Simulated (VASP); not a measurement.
Data:

```
CSi
1.0
    1.54000    -2.66736     0.00000
    1.54000     2.66736     0.00000
    0.00000     0.00000     5.05000
Si C
2 2
Direct
  0.66667   0.33333   0.50000
  0.33333   0.66667   0.00000
  0.66667   0.33333   0.87500
  0.33333   0.66667   0.37500
```

Method: PBE GGA, VASP's PBE PAW potentials (set 64) (plane waves; VASP 6.6.1). Run with 520 eV cut-off, 8×8×4 Γ-centred mesh, Gaussian smearing of 0.050 eV, potentials Si C.

Q: Give the stress tensor in GPa (positive for a compressed cell).

A: 
```
2.38  0.00  0.00
0.00  2.38  0.00
0.00  0.00  3.30
```
The pressure is its mean diagonal, 2.69 GPa.

The compound is SiC in the wurtzite structure, the rare 2H polytype. The cell was not relaxed at this level.
